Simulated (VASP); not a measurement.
Write the native input for VASP 6.6.1 that does the following.

| Quantity | Value |
| --- | --- |
| Task | single point |
| Functional | PBE |
| Potentials or basis | VASP PAW PBE potentials, release 64 (Al) |
| Cutoff | 700 eV |
| k mesh | 18 × 18 × 18 |
| Occupations | gaussian, width 0.1 eV |
| Spin | no spin polarisation |
| Further INCAR settings | ALGO = Normal; EDIFF = 1e-07; NBANDS = 8 |

The structure of Al lies in POSCAR:

```
Al                                      
1.0
    0.0000000000      1.9790978302      1.9790978302
    1.9790978302      0.0000000000      1.9790978302
    1.9790978302      1.9790978302      0.0000000000
  Al            
     1
Direct
     0.0000000000000000    0.0000000000000000    0.0000000000000000
```

The cell isn't the ideal one: a relaxed cell with its volume scaled by 0.94.

These files were run (other wordings do the same):

INCAR

```
SYSTEM = Al
ALGO = Normal ; EDIFF = 1E-7
ENCUT = 700 ; GGA = PE
ISIF = 2 ; ISMEAR = 0
LASPH = .True. ; LCHARG = .False.
LREAL = .False. ; LWAVE = .False.
NBANDS = 8 ; NELM = 80
PREC = Accurate ; SIGMA = 0.1
```

KPOINTS

```
k-points
0
Gamma
  18 18 18
  0 0 0
```

Potentials or basis: VASP PAW PBE potentials, release 64 (Al).

Run with:

```sh
$ cat potpaw_PBE.64/Al/POTCAR > POTCAR
$ mpirun -np 1 vasp_std > vasp.out
```

Results of the run:

| Item | Value |
| --- | --- |
| Pressure | 5.4 GPa |
| Band gap on the k mesh | none (metal or under the smearing width) |

Wall time 14 s on 1 thread of Intel(R) Xeon(R) Platinum 8259CL CPU @ 2.50GHz (Skylake/Cascade Lake), with other jobs on the host, peak memory 0.15 GiB.
